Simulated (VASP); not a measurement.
Write the native input for VASP 6.6.1 that does the following.

```
Task                   : relaxation of cell and atoms
Functional             : PBE
Potentials or basis    : VASP PAW PBE potentials, release 64 (Na_pv, Y_sv)
Cutoff                 : 600 eV
k mesh                 : 5 × 5 × 5
Occupations            : fermi-dirac, width 0.05 eV
Spin                   : spin-orbit coupling, no magnetisation
Further INCAR settings : ALGO = Normal; EDIFF = 1e-06; IBRION = 2; EDIFFG = -0.02; NSW = 40; ISIF = 3
```

The structure of NaY lies in POSCAR:

```
NaY
1.0
    4.0118800000      0.0000000000      0.0000000000
    0.0000000000      4.0118800000      0.0000000000
    0.0000000000      0.0000000000      4.0118800000
Na Y
1 1
Direct
    0.0000000000      0.0000000000      0.0000000000
    0.5000000000      0.5000000000      0.5000000000
```

The cell was built by a generator and needn't be a form met in nature.

These files were run (other wordings do the same):

INCAR

```
SYSTEM = NaY
  PREC = Accurate
  ENCUT = 600
  EDIFF = 1E-6
  ISMEAR = -1
  SIGMA = 0.05
  LREAL = .False.
  LASPH = .True.
  NELM = 100
  ALGO = Normal
  ISIF = 3
  LWAVE = .False.
  LCHARG = .False.
  MAGMOM = 0 0 0 0 0 0
  LORBIT = 11
  LSORBIT = .True.
  GGA_COMPAT = .False.
  LMAXMIX = 4
  GGA = PE
  IBRION = 2
  NSW = 40
  EDIFFG = -0.02
```

KPOINTS

```
regular mesh
0
Gamma
  5 5 5
  0 0 0
```

Potentials or basis: VASP PAW PBE potentials, release 64 (Na_pv, Y_sv).

Launch:

```sh
$ cat potpaw_PBE.64/Na_pv/POTCAR potpaw_PBE.64/Y_sv/POTCAR > POTCAR
$ mpirun -np 1 vasp_ncl > vasp.out
```

It gave:

```
Pressure after relaxing                               : -0.1 GPa
Valence electrons inside the program's atomic spheres : Na 6.12; Y 9.20
```

Caveat: the relaxation stopped at its first step, so nothing moved.

Run time: 28 s on 1 thread of Intel(R) Xeon(R) 6975P-C (Granite Rapids) (shared host), peak memory 0.31 GiB.
